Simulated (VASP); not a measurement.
A VASP calculation is set up with these files.

**KPOINTS**
```
Regular mesh
0
gamma
  16 16 16
```

POSCAR:
```
Ni
1
    0.0000000000     1.7307040229     1.7307040229
    1.7307040229    -0.0000000000     1.7307040229
    1.7307040229     1.7307040229    -0.0000000000
Ni
1
Direct
  0.0000000000   0.0000000000   0.0000000000
```

**INCAR**
```
LASPH=.True.
SYSTEM=Ni
LORBIT=10
GGA=PS   ! PBEsol
ISIF=3
LCHARG=.False.
PREC=Accurate
EDIFFG=-0.01   ! ionic stop
SIGMA=0.1   ! width (eV)
NSW=60   ! most ionic steps
LMAXMIX=4
EDIFF=1E-6   ! SCF stop (eV)
ALGO=Normal   ! blocked Davidson
NELM=100   ! most electronic steps
ENCUT=480   ! plane-wave cut-off (eV)
ISMEAR=1   ! Methfessel-Paxton
IBRION=2
ISPIN=2   ! spin-polarised
LREAL=.False.
MAGMOM=0.6
LWAVE=.False.
```

POTCAR, in this order: Ni (PBE.64 set). Program: vasp_std.

Question: Write an equivalent input for Ansatz.

Answer: One equivalent input (not run):
Ansatz 0.2 input:
```yaml
crystal:
  lattice:
    - [0.0000000, 1.7307040, 1.7307040]
    - [1.7307040, 0.0000000, 1.7307040]
    - [1.7307040, 1.7307040, 0.0000000]
  atoms:
    - { symbol: Ni, position: [0.0000000, 0.0000000, 0.0000000], spin: 0.6 }
kpoints:
  mp_grid: { grid: [16, 16, 16] }
hamiltonian:
  xc: pbesol
  pseudopotentials: { kind: paw }
magnetization: { spin_polarized: true }
scf:
  occupations: { method: methfessel_paxton, width: 0.1 }
  max_iter: 100
relax:
  max_steps: 60
  f_tol: 0.01
  cell: {}
output: { forces: true, stress: true, eigenvalues: true }
```
The two are equivalent in intent, not identical: each code has its own PAW files, so the cut-off isn't converted (ENCUT is set for VASP's; basis.ecutwfc is left out, and Ansatz then takes the one that its files recommend); Ansatz stops its SCF on the density residual and VASP on the energy change (EDIFF).

The compound is Ni in the fcc structure. This run relaxes it. Symmetry was kept, so distortions that lower it aren't found. The start is the result of an earlier pass.
